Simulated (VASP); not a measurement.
Runs of VASP 6.6.1 on Na3BeSb. It takes space group Pm-3m (No. 221, cubic). Conventional cell: a = 4.461 Å, b = 4.461 Å, c = 4.461 Å, α = 90.00°, β = 90.00°, γ = 90.00°. Na (site symmetry 4/mmm) is surrounded by 2 Be at 2.23 Å. Around Be (site symmetry m-3m) lie 6 Na at 2.23 Å. Around Sb (site symmetry m-3m) lie 12 Na at 3.15 Å. The cell was built by a generator and needn't be a form met in nature.

```tsv
task	level	potentials or basis	cell	cutoff (eV)	smearing	optimiser	gap on the mesh (eV)	pressure (GPa)	relaxed volume (Å³/atom)
relaxation of cell and atoms	PBE	VASP PAW PBE potentials, release 64 (Na_pv, Be, Sb)	relaxed	600	methfessel-paxton 0.2 eV	-	none	0.0	(a)
relaxation of the atoms	LDA	VASP PAW LDA potentials, release 64 (Na_pv, Be, Sb)	atoms relaxed	520	methfessel-paxton 0.2 eV	-	none	16.8	-
single point	PBE	VASP PAW PBE potentials, release 64 (Na_pv, Be, Sb)	as given	520	fermi-dirac 0.05 eV	-	none	20.9	-
relaxation of cell and atoms	optB88-vdW	VASP PAW PBE potentials, release 64 (Na_pv, Be, Sb)	relaxed from: volume scaled by 0.96	600	methfessel-paxton 0.2 eV	BFGS	none	0.0	28.44
```

Alike in all rows: no spin polarisation; k mesh 6 × 6 × 6.

Question: Estimate the missing entries.

Answer: (a) 28.74.

Caveats: the volume moved by over 15 % at a fixed basis, so the end points are rough (some runs); the relaxation stopped at its first step, so nothing moved (some runs); so large a pressure means that the cell lies far from this level's equilibrium, or that cutoff or potentials fall short (some runs); the PAW data sets were made with another functional, which shifts forces and pressure a little (some runs).

A k mesh can miss the band edges, and the runs leave out spin-orbit coupling on Sb.

A gap of «none» marks a metal or a gap under the smearing width.
